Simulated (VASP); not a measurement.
Here is the system:

```
Tm
1.0
    1.77000    -3.06573     0.00000
    1.77000     3.06573     0.00000
    0.00000     0.00000     5.55000
Tm
2
Cartesian
  1.77000   1.02191   1.38750
  1.77000  -1.02191   4.16250
```

The numbers are results of MS2 meta-GGA, VASP's PBE PAW potentials (set 64) (plane waves; VASP 6.6.1), not measurements. Settings: 520 eV cut-off, 11×11×6 Γ-centred mesh, first-order Methfessel-Paxton smearing of 0.10 eV, potentials Tm_3.

The 4f electrons are frozen in the core of the lanthanide potential, so 4f levels, which can set the real gap, and their magnetism are missing. Energy and stress use the plane-wave basis of the starting cell.

**Question.** The ions, cell shape and volume are relaxed. Which structure does the run end with?

**Answer.** 
```
Tm
1.0
    1.75303    -3.03633     0.00000
    1.75303     3.03633     0.00000
    0.00000     0.00000     5.40645
Tm
2
Cartesian
  1.75303   1.01211   1.35161
  1.75303  -1.01211   4.05484
```
Space group P6_3/mmc (194), at a tolerance of 0.03 Å.

**Question.** How do energy and volume change from the first to the last step?

**Answer.** The energy (σ→0) changes by -8.7 meV/atom and the volume by -4.4 %, in 6 ionic steps.

The compound is Tm in the hcp structure. This run relaxes it. Symmetry was kept, so distortions that lower it aren't found.
